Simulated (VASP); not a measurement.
Crystal: As.

```
As
1.0
     1.88080    1.08588    3.51406
    -1.88080    1.08588    3.51406
     0.00000   -2.17176    3.51406
As
2
Cartesian
  0.0000 0.0000 8.1597
  0.0000 0.0000 2.3825
```

* Program: VASP 6.6.1
* Task: relaxation of cell and atoms
* Functional: PBE
* Potentials or basis: VASP PAW PBE potentials, release 64 (As)
* Cutoff: 300 eV
* k mesh: 6 × 6 × 6
* Occupations: methfessel-paxton, width 0.1 eV
* Spin: no spin polarisation

At the start: pressure 3.9 GPa; volume 21.53 Å³/atom.

Q: How do energy, volume and symmetry change on relaxing?

A: Over 7 steps the energy falls by 13.0 meV/atom and the volume is 22.51 Å³/atom (+4.5 %); space group R-3m (No. 166, to 0.05 Å).

The path:
| step | energy change (eV) | largest force (eV/Å) | pressure (GPa) | volume (Å³) |
| --- | --- | --- | --- | --- |
| 1 | 0.0000 | 0.3874 | 3.92 | 43.06 |
| 2 | -0.0097 | 0.3681 | -2.56 | 46.42 |
| 3 | -0.0258 | 0.0552 | 0.07 | 44.88 |
| 4 | -0.0258 | 0.0470 | 0.13 | 44.85 |
| 5 | -0.0260 | 0.0121 | 0.09 | 44.92 |
| 6 | -0.0261 | 0.0052 | 0.07 | 44.95 |
| 7 | -0.0261 | 0.0066 | -0.04 | 45.02 |

Final structure:
```
CELL_PARAMETERS angstrom
1.91366 1.10485 3.54844
-1.91366 1.10485 3.54844
0.00000 -2.20970 3.54844
ATOMIC_POSITIONS crystal
As 0.77333 0.77333 0.77333
As 0.22667 0.22667 0.22667
```
